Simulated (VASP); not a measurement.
# Lattice vibrations of ZnCu2SnS4, part 2 of 2

Aim: the phonon dispersion and thermal properties of ZnCu2SnS4. The start is a cell from a database of measured crystal structures.

VASP 6.6.1; PBEsol, no spin polarisation; plane waves and PAW (Sn, Zn, Cu, S).

So far. Step 2 (Relax the host): The run ended after 9 ionic steps, 0.120 eV below its first step, once forces and stress met EDIFFG = -0.02. The relaxed cell has a = 5.380, c = 10.743 Å (conventional setting).

### 3. Tight relaxation

Force constants are second derivatives, so residual forces and stress must first be far smaller than in an ordinary relaxation. Smearing, mesh and cutoff differ from the relaxation before, which can move the cell too.

INCAR reads:

```
SYSTEM = ZnCu2SnS4
PREC = Accurate
ENCUT = 360
EDIFF = 1E-08
NELM = 120
ISMEAR = 1
SIGMA = 0.2
LREAL = .FALSE.
ALGO = Fast
GGA = PS
NBANDS = 39
LASPH = .TRUE.
LORBIT = 11
LWAVE = .FALSE.
LCHARG = .FALSE.
KPAR = 4
IBRION = 1
NSW = 30
ISIF = 3
EDIFFG = -0.002
POTIM = 0.4
```

POSCAR reads:

```
ZnCu2SnS4
1.0
   -2.6901657370      2.6901657360      5.3716665701
    2.6901657370     -2.6901657360      5.3716665701
    2.6901657360      2.6901657370     -5.3716665701
Sn Zn Cu S
1 1 2 4
Direct
    0.5000000000      0.5000000000      0.0000000000
    0.2500000000      0.7500000000      0.5000000000
    0.7500000000      0.2500000000      0.5000000000
    0.0000000000      0.0000000000      0.0000000000
    0.6381948775      0.6296731761      0.5277653784
    0.8895705009      0.3618051225      0.9914782986
    0.1019077977      0.1104294991      0.4722346216
    0.3703268239      0.8980922023      0.0085217014
```

KPOINTS reads:

```
Automatic mesh
0
Gamma
9 9 9
0 0 0
```

Potentials, in the order of the species: Sn, Zn, Cu and S (PBE family, release 64).

The run is started by

```console
> mpirun -np 4 vasp_std
```

The program printed:

```text
[banner, memory and clock lines left out]
running    4 mpi-ranks, on    1 nodes
 distrk:  each k-point on    1 cores,    4 groups
 distr:  one band on    1 cores,    1 groups

 POSCAR found type information on POSCAR SnZnCuS
 POSCAR found :  4 types and       8 ions
 [... a notice as in an earlier step ...]

 LDA part: xc-table for (Slater+PW92), standard interpolation
 POSCAR, INCAR and KPOINTS ok, starting setup
 FFT: planning ... GRIDC
 FFT: planning ... GRID_SOFT
 FFT: planning ... GRID
 WAVECAR not read
 entering main loop
       N       E                     dE             d eps       ncg     rms          rms(c)
DAV:   1     0.469221346699E+03    0.46922E+03   -0.21251E+04  8190   0.136E+03
DAV:   2     0.252591579157E+02   -0.44396E+03   -0.42418E+03  8407   0.349E+02
DAV:   3    -0.351557174965E+02   -0.60415E+02   -0.58969E+02 11342   0.145E+02
DAV:   4    -0.385558994908E+02   -0.34002E+01   -0.33770E+01 12056   0.360E+01
DAV:   5    -0.386539737358E+02   -0.98074E-01   -0.97955E-01 11476   0.564E+00    0.186E+01
RMM:   6    -0.385546389581E+02    0.99335E-01   -0.44987E+01  8318   0.700E+01    0.126E+01
RMM:   7    -0.358036546060E+02    0.27510E+01   -0.14353E+01  8832   0.407E+01    0.683E+00
RMM:   8    -0.358639109829E+02   -0.60256E-01   -0.20925E+00  9569   0.107E+01    0.313E+00
RMM:   9    -0.358185608933E+02    0.45350E-01   -0.61889E-01  9268   0.714E+00    0.101E+00
RMM:  10    -0.358188081079E+02   -0.24721E-03   -0.24357E-01 10061   0.316E+00    0.468E-01
RMM:  11    -0.358243713913E+02   -0.55633E-02   -0.77224E-02 11050   0.115E+00    0.423E-01
RMM:  12    -0.358238094844E+02    0.56191E-03   -0.64881E-03  9687   0.554E-01    0.173E-01
RMM:  13    -0.358241006736E+02   -0.29119E-03   -0.41870E-03  9634   0.340E-01    0.701E-02
RMM:  14    -0.358239810032E+02    0.11967E-03   -0.83137E-04  9292   0.185E-01    0.312E-02
RMM:  15    -0.358240105557E+02   -0.29552E-04   -0.36325E-04 10223   0.988E-02    0.277E-02
RMM:  16    -0.358239980088E+02    0.12547E-04   -0.56196E-05  9349   0.562E-02    0.343E-03
RMM:  17    -0.358240020696E+02   -0.40607E-05   -0.35357E-05 10619   0.277E-02    0.100E-02
RMM:  18    -0.358239998393E+02    0.22302E-05   -0.11285E-05  9344   0.217E-02    0.107E-03
RMM:  19    -0.358240002294E+02   -0.39009E-06   -0.35035E-06 11013   0.907E-03    0.623E-04
RMM:  20    -0.358240002561E+02   -0.26697E-07   -0.44380E-07  9921   0.323E-03    0.885E-04
RMM:  21    -0.358240002389E+02    0.17189E-07   -0.88211E-08  7133   0.165E-03    0.420E-04
RMM:  22    -0.358240002079E+02    0.31074E-07   -0.41339E-08  5666   0.129E-03    0.201E-04
RMM:  23    -0.358240002120E+02   -0.41655E-08   -0.12757E-08  5072   0.974E-04
   1 F= -.35824000E+02 E0= -.35825680E+02  d E =-.358240E+02
 BRION: g(F)=  0.460E-04 g(S)=  0.514E-04
 bond charge predicted
       N       E                     dE             d eps       ncg     rms          rms(c)
DAV:   1    -0.358244415642E+02   -0.44136E-03   -0.86456E-03 10886   0.137E+00    0.168E-01
RMM:   2    -0.358242277932E+02    0.21377E-03   -0.39591E-03  8368   0.678E-01    0.923E-02
RMM:   3    -0.358240625165E+02    0.16528E-03   -0.11742E-03  9351   0.368E-01    0.470E-02
RMM:   4    -0.358240666530E+02   -0.41365E-05   -0.35224E-04 10563   0.952E-02    0.228E-02
RMM:   5    -0.358240632432E+02    0.34098E-05   -0.29672E-05  9116   0.369E-02    0.154E-02
RMM:   6    -0.358240598631E+02    0.33802E-05   -0.14389E-05 10304   0.190E-02    0.325E-03
RMM:   7    -0.358240597348E+02    0.12829E-06   -0.17398E-06  9929   0.972E-03    0.208E-03
RMM:   8    -0.358240597597E+02   -0.24974E-07   -0.65687E-07  9751   0.432E-03    0.120E-03
RMM:   9    -0.358240599018E+02   -0.14207E-06   -0.54483E-07 10573   0.347E-03    0.107E-03
RMM:  10    -0.358240598484E+02    0.53377E-07   -0.45091E-08  6979   0.165E-03    0.568E-04
RMM:  11    -0.358240598226E+02    0.25871E-07   -0.61828E-08  6941   0.112E-03    0.313E-04
RMM:  12    -0.358240598315E+02   -0.89403E-08   -0.82167E-09  4938   0.999E-04
   2 F= -.35824060E+02 E0= -.35825742E+02  d E =-.596195E-04
[...]
3 F= -.35824083E+02 E0= -.35825762E+02  d E =-.233624E-04
[...]
4 F= -.35824106E+02 E0= -.35825781E+02  d E =-.232866E-04
[...]
5 F= -.35824110E+02 E0= -.35825785E+02  d E =-.311776E-05
 BRION: g(F)=  0.979E-06 g(S)=  0.674E-06 retain N=  1 mean eig= 6.80
 eig:   6.799
 bond charge predicted
       N       E                     dE             d eps       ncg     rms          rms(c)
DAV:   1    -0.358241473788E+02   -0.37784E-04   -0.14383E-03 11665   0.318E-01    0.507E-02
RMM:   2    -0.358241266512E+02    0.20728E-04   -0.21833E-04  8605   0.159E-01    0.294E-02
RMM:   3    -0.358241157354E+02    0.10916E-04   -0.72458E-05  9369   0.927E-02    0.195E-02
RMM:   4    -0.358241111287E+02    0.46067E-05   -0.23256E-05  9949   0.333E-02    0.564E-03
RMM:   5    -0.358241112088E+02   -0.80016E-07   -0.70437E-06  9880   0.118E-02    0.349E-03
RMM:   6    -0.358241109701E+02    0.23862E-06   -0.89255E-07 10202   0.531E-03    0.142E-03
RMM:   7    -0.358241109477E+02    0.22413E-07   -0.18433E-07  7897   0.383E-03    0.915E-04
RMM:   8    -0.358241109709E+02   -0.23164E-07   -0.10344E-07  6730   0.238E-03    0.479E-04
RMM:   9    -0.358241110042E+02   -0.33345E-07   -0.47623E-08  5981   0.992E-04    0.327E-04
RMM:  10    -0.358241109792E+02    0.25027E-07   -0.11719E-08  4938   0.107E-03    0.129E-04
RMM:  11    -0.358241109798E+02   -0.56934E-09   -0.46800E-09  4934   0.545E-04
   6 F= -.35824111E+02 E0= -.35825789E+02  d E =-.138147E-05
 BRION: g(F)=  0.268E-06 g(S)=  0.838E-06 retain N=  2 mean eig= 6.80
 eig:   6.797  6.797
 reached required accuracy - stopping structural energy minimisation
```

Wall time 13 min (4 MPI ranks of Intel Xeon Platinum 8375C at 2.90GHz (Ice Lake), shared host); peak memory 2.1 GiB.

From OUTCAR (step 3):

```text
  LATTYP: Found a body centered tetragonal cell.
 ALAT       =     5.3803314730
 C/A-ratio  =     1.9967790450

The static configuration has the point symmetry S_4 .

 Found    105 irreducible k-points:

   k-points           NKPTS =    105   k-points in BZ     NKDIM =    105   number of bands    NBANDS=     39

   dimension x,y,z NGX =    42 NGY =   42 NGZ =   42
   dimension x,y,z NGXF=    84 NGYF=   84 NGZF=   84

   ENCUT  =  360.0 eV  26.46 Ry    5.14 a.u.  10.18 10.18 10.18*2*pi/ulx,y,z

   NELECT =      62.0000    total number of electrons

 E-fermi :   4.6420

 k-point     1 :       0.0000    0.0000    0.0000
  band No.  band energies     occupation
    ...
     27       2.8150      2.00000
     28       3.0063      2.00000
     29       4.5910      1.41705
     30       4.5910      1.41705
     31       4.6420      1.00036
     32       4.7698      0.12680
     33       6.4361     -0.00000
     34       7.3152     -0.00000
     35       8.2456     -0.00000
     36       8.2456     -0.00000
    ...

 k-point     2 :       0.1111    0.0000    0.0000
  band No.  band energies     occupation
    ...
     27       2.9152      2.00000
     28       3.0530      2.00000
     29       4.1220      2.00146
     30       4.4760      1.99466
     31       4.5805      1.49438
     32       5.2584     -0.00012
     33       6.6269     -0.00000
     34       7.4527     -0.00000
     35       8.1310     -0.00000
     36       8.1752     -0.00000
    ...

  Total       -0.0061368     -0.0061368     -0.0099182     -0.0000001      0.0000000      0.0000000
  in kB       -0.0631943     -0.0631943     -0.1021333     -0.0000005      0.0000000      0.0000000
  external PRESSURE =      -0.0761740 kB  Pullay stress =       0.0000000 kB

  energy-cutoff  :      360.00
  volume of cell :      155.59
      direct lattice vectors                 reciprocal lattice vectors
    -2.688758116  2.688758099  5.380357684    -0.000000001  0.185959458  0.092930625
     2.688758116 -2.688758099  5.380357684     0.185959458  0.000000001  0.092930625
     2.688758099  2.688758116 -5.380357684     0.185959457  0.185959458  0.000000000

 POSITION                                       TOTAL-FORCE (eV/Angst)
 -----------------------------------------------------------------------------------
      0.00000      0.00000      5.38036        -0.000000      0.000000      0.000000
      2.68876      0.00000      2.69018        -0.000000      0.000000      0.000000
     -0.00000      2.68876      2.69018        -0.000000      0.000000      0.000000
      0.00000      0.00000      0.00000        -0.000000      0.000000      0.000000
      1.39643      1.44371      3.98176        -0.000187     -0.001286      0.000217
      1.24505      4.08519      1.39860         0.001286     -0.000187     -0.000217
      1.29232      1.24505     -1.39860         0.000187      0.001286      0.000217
      1.44371     -1.39643      6.77895        -0.001286      0.000187     -0.000217
 -----------------------------------------------------------------------------------
    total drift:                               -0.000008     -0.000008      0.000004

  FREE ENERGIE OF THE ION-ELECTRON SYSTEM (eV)
  ---------------------------------------------------
  free  energy   TOTEN  =       -35.8241109798 eV

  energy  without entropy=      -35.8291458864  energy(sigma->0) =      -35.82578928

 total charge
# of ion       s       p       d       tot
------------------------------------------
    1        1.339   1.621   0.313   3.273
    2        0.541   0.495   9.794  10.830
    3        0.391   0.411   9.249  10.051
    4        0.390   0.408   9.248  10.046
    5        1.323   2.363   0.000   3.687
    6        1.323   2.363   0.000   3.687
    7        1.323   2.363   0.000   3.687
    8        1.323   2.363   0.000   3.687
--------------------------------------------------
tot          7.954  12.390  28.604  48.947

[... 2 parts as in an earlier step ...]

[... 7 further parts left out ...]
```

The steps of the relaxation:

| step | energy less that of the first step (eV) | largest force (eV/Å) | pressure (GPa) | volume (Å³) |
| --- | --- | --- | --- | --- |
| 1 | 0.0000 | 0.0173 | 0.05 | 155.50 |
| 2 | -0.0001 | 0.0090 | -0.01 | 155.61 |
| 3 | -0.0001 | 0.0054 | 0.00 | 155.58 |
| 4 | -0.0001 | 0.0031 | 0.00 | 155.56 |
| 5 | -0.0001 | 0.0025 | 0.01 | 155.57 |
| 6 | -0.0001 | 0.0013 | -0.01 | 155.59 |

| conventional cell, symmetrised | before | after | change |
| --- | --- | --- | --- |
| a (Å) | 5.380 | 5.378 | -0.1 % |
| b (Å) | 5.380 | 5.378 | -0.1 % |
| c (Å) | 10.743 | 10.761 | +0.2 % |
| volume (Å³/atom) | 19.44 | 19.45 | +0.1 % |

Final coordinates:

```cif
data_structure
_symmetry_space_group_name_H-M 'P 1'
_symmetry_Int_Tables_number 1
_cell_length_a 6.5884
_cell_length_b 6.5884
_cell_length_c 6.5884
_cell_angle_alpha 131.828
_cell_angle_beta 131.828
_cell_angle_gamma 70.500
_cell_volume 155.59
loop_
_atom_site_label
_atom_site_type_symbol
_atom_site_fract_x
_atom_site_fract_y
_atom_site_fract_z
_atom_site_occupancy
Sn1 Sn 0.50000 0.50000 0.00000 1
Zn2 Zn 0.25000 0.75000 0.50000 1
Cu3 Cu 0.75000 0.25000 0.50000 1
Cu4 Cu 0.00000 0.00000 0.00000 1
S5 S 0.63850 0.62971 0.52815 1
S6 S 0.88965 0.36150 0.99121 1
S7 S 0.10156 0.11035 0.47185 1
S8 S 0.37029 0.89844 0.00879 1
```

This step gave:

```
electronic cycles       : 73
free energy (TOTEN)     : -35.82 eV
energy at zero smearing : -35.83 eV
Fermi energy            : 4.642 eV
pressure                : -0.007617 GPa
```

The run ended after 6 ionic steps, 0.000 eV below its first step, once forces and stress met EDIFFG = -0.002.

A spacing of under 0.3 eV between levels on this mesh is not given as a gap, since the run was smeared as a metal.

### 4. Force constants in the supercell

System of this step: ZnCu2SnS4. Symmetry: I-4, No. 82, tetragonal system. Conventional cell: a = 5.378 Å, b = 5.378 Å, c = 10.761 Å, α = 90.00°, β = 90.00°, γ = 90.00°. Nearest to Sn lie 4 S at 2.45 Å. Zn has 4 S at 2.33 Å nearest. Cu has 4 S at 2.27 Å nearest. Nearest to Cu lie 4 S at 2.28 Å. Nearest to S lie 2 Cu at 2.27 to 2.28 Å and 1 Zn at 2.33 Å and 1 Sn at 2.45 Å. Farther neighbours and most contacts between anions are not listed.

Each independent atom is moved by 0.015 Å both ways; the forces give the force constants out to half the supercell.

INCAR reads:

```
SYSTEM = ZnCu2SnS4
PREC = Accurate
ENCUT = 360
EDIFF = 1E-07
NELM = 120
ISMEAR = 1
SIGMA = 0.2
LREAL = .FALSE.
ALGO = Fast
GGA = PS
NBANDS = 148
LASPH = .TRUE.
LWAVE = .FALSE.
LCHARG = .FALSE.
KPAR = 4
IBRION = 6
NSW = 1
NFREE = 2
POTIM = 0.015
ISIF = 0
ADDGRID = .TRUE.
```

POSCAR reads:

```
ZnCu2SnS4
1.0
    0.0000000000      0.0000000000     10.7607153684
    5.3775162324     -5.3775161980      0.0000000000
    5.3775161980      5.3775162324    -10.7607153684
Sn Zn Cu S
4 4 8 16
Direct
    0.5000000000      0.0000000000      0.0000000000
    0.5000000000      0.0000000000      0.5000000000
    0.0000000000      0.5000000000      0.0000000000
    0.0000000000      0.5000000000      0.5000000000
    0.5000000000      0.2500000000      0.2500000000
    0.5000000000      0.2500000000      0.7500000000
    0.0000000000      0.7500000000      0.2500000000
    0.0000000000      0.7500000000      0.7500000000
    0.5000000000      0.7500000000      0.2500000000
    0.5000000000      0.7500000000      0.7500000000
    0.0000000000      0.2500000000      0.2500000000
    0.0000000000      0.2500000000      0.7500000000
    0.0000000000      0.0000000000      0.0000000000
    0.0000000000      0.0000000000      0.5000000000
    0.5000000000      0.5000000000      0.0000000000
    0.5000000000      0.5000000000      0.5000000000
    0.6341034678      0.9956042075      0.2640758424
    0.6341034678      0.9956042075      0.7640758424
    0.1341034678      0.4956042075      0.2640758424
    0.1341034678      0.4956042074      0.7640758424
    0.6255765822      0.7359241576      0.4956042075
    0.6255765822      0.7359241576      0.9956042074
    0.1255765822      0.2359241576      0.4956042075
    0.1255765822      0.2359241576      0.9956042074
    0.1059517828      0.0043957926      0.2359241576
    0.1059517828      0.0043957925      0.7359241576
    0.6059517828      0.5043957926      0.2359241576
    0.6059517828      0.5043957926      0.7359241575
    0.6343681672      0.2640758425      0.0043957925
    0.6343681672      0.2640758425      0.5043957925
    0.1343681673      0.7640758424      0.0043957925
    0.1343681673      0.7640758424      0.5043957926
```

KPOINTS reads:

```
Automatic mesh
0
Gamma
5 5 5
0 0 0
```

The run is started by

```console
> mpirun -np 4 vasp_std
```

The program printed:

```text
[banner, memory and clock lines left out]
running    4 mpi-ranks, on    1 nodes
[...]
|                                                                             |
|               ----> ADVICE to this user running VASP <----                  |
|                                                                             |
|     You have a (more or less) 'large supercell' and for larger cells it     |
|     might be more efficient to use real-space projection operators.         |
|     Therefore, try LREAL= Auto in the INCAR file.                           |
|     Mind: For very accurate calculation, you might also keep the            |
|     reciprocal projection scheme (i.e. LREAL=.FALSE.).                      |
|                                                                             |

 [... a notice as in an earlier step ...]

 LDA part: xc-table for (Slater+PW92), standard interpolation
 POSCAR, INCAR and KPOINTS ok, starting setup
[...]
entering main loop
       N       E                     dE             d eps       ncg     rms          rms(c)
DAV:   1     0.219075189410E+04    0.21908E+04   -0.80772E+04  6216   0.144E+03
DAV:   2     0.285934221116E+03   -0.19048E+04   -0.18303E+04  6280   0.398E+02
DAV:   3    -0.107044767304E+03   -0.39298E+03   -0.37700E+03  7932   0.195E+02
DAV:   4    -0.153248617631E+03   -0.46204E+02   -0.45244E+02  9784   0.752E+01
[...]
RMM:  24    -0.143295101394E+03    0.67448E-06   -0.52774E-07  4953   0.201E-03    0.717E-03
RMM:  25    -0.143295100495E+03    0.89889E-06   -0.12037E-06  5693   0.244E-03    0.375E-03
RMM:  26    -0.143295100408E+03    0.86748E-07   -0.24448E-07  4097   0.276E-03
   1 F= -.14329510E+03 E0= -.14330118E+03  d E =0.182474E-01
[... from here on, the cycles between the ionic steps are left out ...]
   2 F= -.14329370E+03 E0= -.14329979E+03  d E =0.182504E-01
   3 F= -.14329370E+03 E0= -.14329979E+03  d E =0.182506E-01
   4 F= -.14329366E+03 E0= -.14329974E+03  d E =0.182501E-01
   5 F= -.14329366E+03 E0= -.14329974E+03  d E =0.182501E-01
   6 F= -.14329433E+03 E0= -.14330042E+03  d E =0.182500E-01
   7 F= -.14329433E+03 E0= -.14330042E+03  d E =0.182500E-01
   8 F= -.14329439E+03 E0= -.14330048E+03  d E =0.182505E-01
 Finite differences progress:
  Degree of freedom:   4/ 11
  Displacement:        1/  2
  Total:               7/ 22
[...]
N       E                     dE             d eps       ncg     rms          rms(c)
DAV:   1    -0.143293123503E+03    0.12685E-02   -0.34363E+00 11816   0.369E+00    0.303E-01
 hard stop encountered!  aborting job ...
|                                                                             |
|           W    W    AA    RRRRR   N    N  II  N    N   GGGG   !!!           |
|           W    W   A  A   R    R  NN   N  II  NN   N  G    G  !!!           |
|           W    W  A    A  R    R  N N  N  II  N N  N  G       !!!           |
|           W WW W  AAAAAA  RRRRR   N  N N  II  N  N N  G  GGG   !            |
|           WW  WW  A    A  R   R   N   NN  II  N   NN  G    G                |
|           W    W  A    A  R    R  N    N  II  N    N   GGGG   !!!           |
|                                                                             |
|     The electronic self-consistency was not achieved in the given           |
|     number of steps (NELM). The forces and other quantities evaluated       |
|     might not be reliable so examine the results carefully. If you find     |
|     spurious results, we suggest increasing NELM, if you were close to      |
|     convergence or switching to a different ALGO or adjusting the           |
|     density mixing parameters otherwise.                                    |
|                                                                             |

 soft stop encountered!  aborting job ...
```

It took 2.9 h on 4 MPI ranks.

The run was stopped at its time limit, so it gives no result of its own.

### 5. Outcome

| Property | Result |
| --- | --- |
| result | none |

**Reading.** The session ends without its result: «force constants in the supercell» met its time limit.

[Lines on the potential files, build, host, timing and source positions are cut from VASP's logs without a mark.]

[Logs are printed without paths, hosts, clocks, repeated set-up lines and the standing remarks that a program may print on its own settings, such as how far it seeks lower states.]

[Hosts, paths, dates, database ids (printed as entryN), source tags and the programs' standing remarks are cut or masked in the printed files.]

[Runs that stopped without an error message from VASP are left out.]
